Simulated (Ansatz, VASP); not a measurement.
# Tl (Thallium): VASP beside Ansatz

One calculation is typed for both programs; each brings its own data sets. How far apart do they land? The structure shown comes from an earlier run, which isn't shown and may have moved the atoms alone.

Calculated with Ansatz 0.2.0; plane waves, with VASP 6.6.1 beside it; PBEsol.

## Step 1: The structure

It takes space group P6_3/mmc (No. 194, hexagonal). The conventional cell has a = 3.528 Å, b = 3.528 Å, c = 5.325 Å, α = 90.00°, β = 90.00°, γ = 120.00°. Nearest to Tl lie 12 Tl at 3.35 to 3.53 Å.

## Step 2: Ansatz: elastic constants, PBEsol

Ansatz runs on its default PAW (the set named soft_2) files.

Elastic constants are differences of stresses under small strains, so they test the stress and the mesh.

input.yaml reads:

```yaml
crystal:
  lattice:
    - [3.5276414659, 0.0, 0.0]
    - [-1.7638207329, 3.0550271249, 0.0]
    - [0.0, 0.0, 5.3247140389]
  atoms:
    - { symbol: Tl, position: [0.3333333333, 0.6666666667, 0.25] }
    - { symbol: Tl, position: [0.6666666667, 0.3333333333, 0.75] }
kpoints:
  mp_grid: { grid: [12, 12, 8] }
hamiltonian:
  xc: pbesol
scf:
  occupations: { method: gaussian, width: 0.05 }
output:
  forces: true
  stress: true
  eigenvalues: true
elastic:
  mode: relaxed_ion
  stencil: two_point
  amplitude: 0.002
```

Started as:

```
$ ansatz run input.yaml --threads 4 --pin off --max-ram 16384MiB --backend cpu --events-out ev --progress --plain --runs-dir out
```

Numbers of over 12 decimals in the logs are rounded to 6 here.

What it wrote:

```text
Engine: ansatz 0.2.0, x86_64-unknown-linux-gnu
Pseudopotentials: kind: paw
Pseudopotential: Tl, paw, valence charge 13, recommended cutoff 420 eV (normal), Tl.paw.azcp
Functional definition: PBEsol
  exchange = pbesol_x
  correlation = pbesol_c
Crystal: 2 atoms, lattice volume = 57.385 Å³
Basis set: ecut = 420 eV, 1103 PW (Γ), exchange–correlation on 48×48×72 points (8 copies of the dense FFT grid, shifted against one another)
Bands: 17, of which v1, the nominal top of the filled ones, is band 13 counted from 1 (12 counted from 0)
Symmetry: 24 space group operations
Space group: P63/mmc (ITA 194), of the structure as read, at distance tolerance 3.9e-5 Å
k-points: 95 of 1152
Non-local potential: Tl, projectors of the file, l = 0: 2, l = 1: 2, l = 2: 2, l = 3: 1
PAW form: soft (Blöchl's): semilocal exchange-correlation on the pseudo side does not see the compensation charge
PAW frozen core: Tl, regenerated for the run's functional, and the local potential with it (the file was generated under x = pbe(κ = 0.804, μ = 0.219515), c = pbe(β = 0.066725))
PAW one-centre angular grid: Tl, 590 points (default); XC on 64 Gauss nodes
Initial density: superposition of atomic densities (neutral atoms: chi_scale 0, normalization atom), corrected by the library's trained network
Initial wavefunctions: pseudopotential atomic-orbital guess
Functional: x = pbesol(κ = 0.804, μ = 0.123457), c = pbesol(β = 0.046)
SCF iter   1: F=—  HF=-22591.356475 eV  |F-HF|=—  |Δ(HF+E_count)|=         —  Δρ=2.65e-3  dr2=4.61e-3  ethr=1.77e-3  ⟨swp⟩=6.1  Hψ=8125  notcnv=0
preconditioner: auto → Kerker (q_TF=auto, 2.391 Å⁻¹)  [metal: Δε(μ)=0.027 eV  Ē_g=13.637 eV  σ=0.050 eV  W_gap=0.30  n_scr=22 (ndim 8)  ℏωp=25.0 eV  f_vac=0.000  D(μ)=0.75/eV (n_scr^D=2)]
SCF iter   2: F=—  HF=-22591.353191 eV  |F-HF|=—  |Δ(HF+E_count)|=   3.28e-3  Δρ=1.07e-3  dr2=9.06e-4  ethr=1.77e-5  ⟨swp⟩=2.6  Hψ=3624  notcnv=0
SCF iter   3: F=—  HF=-22591.352865 eV  |F-HF|=—  |Δ(HF+E_count)|=   3.26e-4  Δρ=2.85e-4  dr2=5.73e-5  ethr=3.49e-6  ⟨swp⟩=2.0  Hψ=2578  notcnv=0  defer=1
SCF iter   4: F=—  HF=-22591.352860 eV  |F-HF|=—  |Δ(HF+E_count)|=   5.37e-6  Δρ=8.10e-5  dr2=2.39e-6  ethr=2.20e-7  ⟨swp⟩=2.3  Hψ=2723  notcnv=0  defer=1
SCF iter   5: F=—  HF=-22591.352859 eV  |F-HF|=—  |Δ(HF+E_count)|=   5.37e-7  Δρ=2.08e-5  dr2=1.77e-7  ethr=9.21e-9  ⟨swp⟩=2.0  Hψ=2719  notcnv=0  defer=1
SCF iter   6: F=—  HF=-22591.352859 eV  |F-HF|=—  |Δ(HF+E_count)|=   2.98e-8  Δρ=3.97e-6  dr2=8.39e-9  ethr=6.82e-10  ⟨swp⟩=2.1  Hψ=2723  notcnv=0  defer=1
SCF iter   7: F=—  HF=-22591.352859 eV  |F-HF|=—  |Δ(HF+E_count)|=  5.02e-10  Δρ=6.49e-7  dr2=3.16e-10  ethr=3.23e-11  ⟨swp⟩=2.0  Hψ=2816  notcnv=0  defer=1
SCF iter   8: F=—  HF=-22591.352859 eV  |F-HF|=—  |Δ(HF+E_count)|=  2.55e-11  Δρ=1.44e-7  dr2=1.88e-11  ethr=1.22e-12  ⟨swp⟩=1.6  Hψ=1674  notcnv=0  defer=1
SCF iter   9: F=—  HF=-22591.352859 eV  |F-HF|=—  |Δ(HF+E_count)|=  3.64e-12  Δρ=2.59e-8  dr2=3.54e-13  ethr=7.24e-14 (applied; sched 1.00e-12)  ⟨swp⟩=3.0  Hψ=2841  notcnv=0  defer=23
SCF iter  10: F=-22591.352859 eV  HF=-22591.352859 eV  |F-HF|=0.00e0  |Δ(HF+E_count)|=  7.28e-12  Δρ=4.62e-9  dr2=1.33e-14  ethr=1.00e-12  ⟨swp⟩=4.8  Hψ=5096  notcnv=0
SCF 1 converged in 10 iterations: F = -22591.352859 eV  dr2 = 1.33e-14
  greatest PAW one-centre occupation: 0.962 electrons in one spin orbital (limit 2), on the Tl atom at site 1 (counted from 0), in its partial waves of l = 2
Crystal: 2 atoms, lattice volume = 57.270 Å³
Symmetry: 8 space group operations
k-points: 215 of 1152
Initial density: handed on by an earlier stage of this run
Initial wavefunctions: pseudopotential atomic-orbital guess (no wavefunctions were taken with the density)
[...]
preconditioner: auto → Kerker (q_TF=auto, 2.392 Å⁻¹)  [metal: Δε(μ)=0.012 eV  Ē_g=13.651 eV  σ=0.050 eV  W_gap=0.13  n_scr=22 (ndim 8)  ℏωp=25.0 eV  f_vac=0.000  D(μ)=0.74/eV (n_scr^D=2)]
[...]
SCF 12 converged in 9 iterations: F = -22591.352845 eV  dr2 = 3.54e-15
relax step   1: F+E_penalty+E_count = -22591.35284509 eV  Δ(F+E_penalty+E_count) = +0.000e0 eV  max|allowed force component| = 1.049e-5 eV/Å  Δτ_max = 0.0000 Å  (9 SCF iters, accepted)
[...]
preconditioner: auto → Kerker (q_TF=auto, 2.391 Å⁻¹)  [metal: Δε(μ)=0.022 eV  Ē_g=13.684 eV  σ=0.050 eV  W_gap=0.24  n_scr=22 (ndim 8)  ℏωp=25.0 eV  f_vac=0.000  D(μ)=0.75/eV (n_scr^D=2)]
[...]
SCF 13 converged in 6 iterations: F = -22591.352845 eV  dr2 = 5.84e-14
[...]
SCF iter   7: F=—  HF=-22591.352845 eV  |F-HF|=—  |Δ(HF+E_count)|=  1.93e-10  Δρ=1.30e-7  dr2=7.42e-12  ethr=1.09e-12  ⟨swp⟩=2.0  Hψ=6376  notcnv=0
SCF iter   8: F=—  HF=-22591.352845 eV  |F-HF|=—  |Δ(HF+E_count)|=  7.28e-12  Δρ=1.93e-8  dr2=1.19e-13  ethr=2.85e-14 (applied; sched 1.00e-12)  ⟨swp⟩=2.2  Hψ=7009  notcnv=0
SCF iter   9: F=-22591.352845 eV  HF=-22591.352845 eV  |F-HF|=1.09e-11  |Δ(HF+E_count)|=  3.64e-12  Δρ=3.27e-9  dr2=3.33e-15  ethr=1.00e-12  ⟨swp⟩=3.9  Hψ=16484  notcnv=0
SCF 14 converged in 9 iterations: F = -22591.352845 eV  dr2 = 3.33e-15
relax step   1: F+E_penalty+E_count = -22591.35284509 eV  Δ(F+E_penalty+E_count) = +0.000e0 eV  max|allowed force component| = 1.049e-5 eV/Å  Δτ_max = 0.0000 Å  (9 SCF iters, accepted)
iter 1 solved again at ethr=1.00e-12 eV; its pass at ethr=3.10e-3 eV (dr2=6.91e-12 eV) is discarded
SCF iter   1: F=—  HF=-22591.352843 eV  |F-HF|=—  |Δ(HF+E_count)|=         —  Δρ=2.47e-7  dr2=7.61e-12  ethr=1.00e-12  ⟨swp⟩=2.0  Hψ=31439  notcnv=0
SCF iter   2: F=—  HF=-22591.352845 eV  |F-HF|=—  |Δ(HF+E_count)|=   2.54e-6  Δρ=1.12e-7  dr2=1.62e-12  ethr=2.93e-14 (applied; sched 1.00e-12)  ⟨swp⟩=3.0  Hψ=13716  notcnv=0
SCF iter   3: F=—  HF=-22591.352845 eV  |F-HF|=—  |Δ(HF+E_count)|=  3.64e-12  Δρ=7.61e-8  dr2=7.07e-13  ethr=6.25e-15 (applied; sched 1.00e-12)  ⟨swp⟩=1.0  Hψ=5440  notcnv=0
SCF iter   4: F=—  HF=-22591.352845 eV  |F-HF|=—  |Δ(HF+E_count)|=    0.00e0  Δρ=4.72e-8  dr2=2.69e-13  ethr=2.72e-15 (applied; sched 1.00e-12)  ⟨swp⟩=1.0  Hψ=5440  notcnv=0
SCF iter   5: F=—  HF=-22591.352845 eV  |F-HF|=—  |Δ(HF+E_count)|=  3.64e-12  Δρ=2.94e-8  dr2=1.05e-13  ethr=1.04e-15 (applied; sched 1.00e-12)  ⟨swp⟩=1.0  Hψ=5440  notcnv=0
SCF iter   6: F=-22591.352845 eV  HF=-22591.352845 eV  |F-HF|=0.00e0  |Δ(HF+E_count)|=  7.28e-12  Δρ=2.18e-8  dr2=5.89e-14  ethr=1.00e-12  ⟨swp⟩=3.0  Hψ=14857  notcnv=0
SCF 15 converged in 6 iterations: F = -22591.352845 eV  dr2 = 5.89e-14
SCF converged after 10 iterations
Free energy (F): -22591.352859 eV
Harris-Foulkes:  -22591.352859 eV  (|F-HF|=0.00e0)
Internal energy: -22591.351914 eV  (E = F + TS)
E sigma→0 (E₀):  -22591.352387 eV
Entropy (-TS):   -0.000945 eV (-0.472 meV/atom)
Fermi energy:    10.175628 eV
--- Per-component energies (eV) ---
  E_band       = 11.036431
  E_kinetic    = 667.188947
  E_local      = -1758.038351  (includes V_loc(G=0)·N_el)
  E_nonlocal   = 638.257193
  E_hartree    = 647.657186
  E_xc         = -457.832647
  E_vxc        = -284.756784  (∫ρ·V_xc dr)
  E_paw        = -20034.727858  (= ΣΔE_a)
  E_vpaw       = -546.929015  (= ΣTr[D̂ρ^β])
  E_aug_tail   = 0.000069  (compensation charges beyond the density's cutoff)
  E_ewald      = -2293.932984
  E_core_change = 0.076530  (= ΣΔE_core)
  E_smearing   = -0.000945  (= −TS)
  E_closure    = 0.000000  (closes the sum)
  Σ components = -22591.352859   (vs F -22591.352859, Δ=0.00e0)
--- Forces (eV/Å), atoms counted from 1 ---
  atom   1  Tl     0.00000000    -0.00000000     0.00000000
  atom   2  Tl     0.00000000     0.00000000    -0.00000000
  max |Σ_I F_I| component: 4.63e-18 eV/Å
--- Stress (GPa, compression-positive) ---
       -0.003276       0.000000       0.000000
       -0.000000      -0.003276      -0.000000
       -0.000000      -0.000000      -0.010432
  P = ⅓ Tr σ = -0.0057 GPa (-0.057 kbar)
--- Band table (eV; the first three rows and the last of 95) ---
  k-point 0: bands = [... 9 lower, -0.8593, 0.1331, 5.6360, 7.5298, 17.4326, 17.4326, 19.6662, 19.6662]
  k-point 1: bands = [... 9 lower, -0.8630, 0.2225, 4.8226, 8.5233, 17.5095, 17.5095, 19.5864, 19.5864]
  k-point 2: bands = [... 9 lower, -0.8785, 0.5005, 3.6335, 10.2519, 17.7338, 17.7338, 18.9463, 19.3466]
  k-point 94: bands = [... 9 lower, -0.8648, 5.9567, 5.9567, 9.0807, 9.0807, 10.3596, 10.3596, 18.4245]
--- Elastic constants: 3 strain directions × 2 members + reference (group order 24) ---
  dense FFT box of the reference and of every strained cell: 24×24×36
  strains applied: 11, 33, 23; error gains: componentwise 1.00 (the most a stress slope's error grows in a printed constant), spectral 1.41 (1 for all six strains in a standard setting)
  C = ∂σ_k/∂η_j (tension-positive GPa; Voigt order 11 22 33 23 13 12):
        35.475     47.142     21.569      0.000      0.000     -0.000
        47.142     35.475     21.569      0.000      0.000      0.000
        21.400     21.400     78.854      0.000      0.000     -0.000
        -0.000      0.000     -0.000     21.259      0.000     -0.000
        -0.000     -0.000     -0.000     -0.000     21.259     -0.000
         0.000      0.000     -0.000     -0.000     -0.000     -5.834
  reference stress σ⁰ (GPa):      0.003      0.003      0.010      0.000      0.000      0.000
  C* (energy form; C + prestress term) asymmetry max|C*_kj − C*_jk| = 1.625e-1 GPa — a small one proves nothing (zero by symmetry where the batch's group is 432, −43m or m−3m); a large one is finite-difference/SCF noise where every solve meets its electron count
  moduli (Voigt/Reuss/Hill, GPa): K = 36.67/36.22/36.44   G = 11.32/-23.88/-6.28   E = -19.99   ν = 0.591
  mechanically stable: NO (min eigenvalue of sym C = -11.67 GPa)
  strain η (Voigt 11):  stress-route row diagonal C_11 = 35.48 GPa, energy-path curvature d²(F+E_count+ΔE)/dδ²/Ω₀ = 35.28 GPa
         δ    σ_11 (GPa)             F (eV)   n_scf  n_hpsi   n_pw
    -2.000e-3      -0.0693      -22591.3528359       5   52018   1134   relax 3 steps, max|allowed force component| 8.43e-6 eV/Å
     2.000e-3       0.0726      -22591.3528337       5   54353   1141   relax 3 steps, max|allowed force component| 4.98e-7 eV/Å
  strain η (Voigt 33):  stress-route row diagonal C_33 = 78.85 GPa, energy-path curvature d²(F+E_count+ΔE)/dδ²/Ω₀ = 79.14 GPa
         δ    σ_33 (GPa)             F (eV)   n_scf  n_hpsi   n_pw
    -2.000e-3      -0.1516      -22591.3528099       7   31871   1137   relax 0 steps, max|allowed force component| 1.73e-17 eV/Å
     2.000e-3       0.1639      -22591.3528003       5   26596   1143   relax 0 steps, max|allowed force component| 3.70e-17 eV/Å
  strain η (Voigt 23):  stress-route row diagonal C_44 = 21.26 GPa, energy-path curvature d²(F+E_count+ΔE)/dδ²/Ω₀ = 21.27 GPa
         δ    σ_23 (GPa)             F (eV)   n_scf  n_hpsi   n_pw
    -2.000e-3      -0.0425      -22591.3528451       6   82084   1138   relax 1 steps, max|allowed force component| 1.05e-5 eV/Å
     2.000e-3       0.0425      -22591.3528451       6   82064   1138   relax 1 steps, max|allowed force component| 1.05e-5 eV/Å
```

(Continued in part 2 of 2.)

[Lines on the potential files, build, host, timing and source positions are cut from VASP's logs without a mark.]

[Logs are printed without paths, hosts, clocks, repeated set-up lines and the standing remarks that a program may print on its own settings, such as how far it seeks lower states.]

[Hosts, paths, dates, database ids (printed as entryN), source tags and the programs' standing remarks are cut or masked in the printed files.]
